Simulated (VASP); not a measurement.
Input:

```
TiTe2
1.0
    3.81111     0.00000     0.00000
   -1.90556     3.30052     0.00000
    0.00000     0.00000    17.17063
Ti Te
1 2
Direct
  0.00000   0.00000   0.50000
  0.33333   0.66667   0.59233
  0.66667   0.33333   0.40767
```

All values below come from PBE GGA, VASP's PBE PAW potentials (set 64) (plane waves; VASP). Run with 300 eV cut-off, 7×7×1 Γ-centred mesh, Gaussian smearing of 0.10 eV, potentials Ti_sv Te.

At this cut-off the stress carries a Pulay error, which pulls relaxed volumes low. The cell holds a wide vacuum, so values per volume refer to the whole cell.

Problem. Give the force on each atom (eV/Å).

Solution. 
```
atom     Fx     Fy      Fz
----  -----  -----  ------
Ti1   0.000  0.000   0.000
Te2   0.000  0.000   1.177
Te3   0.000  0.000  -1.177
```

Problem. Give the stress tensor in GPa (positive for a compressed cell).

Solution. 
```
1.16  0.00  0.00
0.00  1.16  0.00
0.00  0.00  2.71
```
The pressure is its mean diagonal, 1.67 GPa.

The cell is a sheet with vacuum, built from a generated structure.
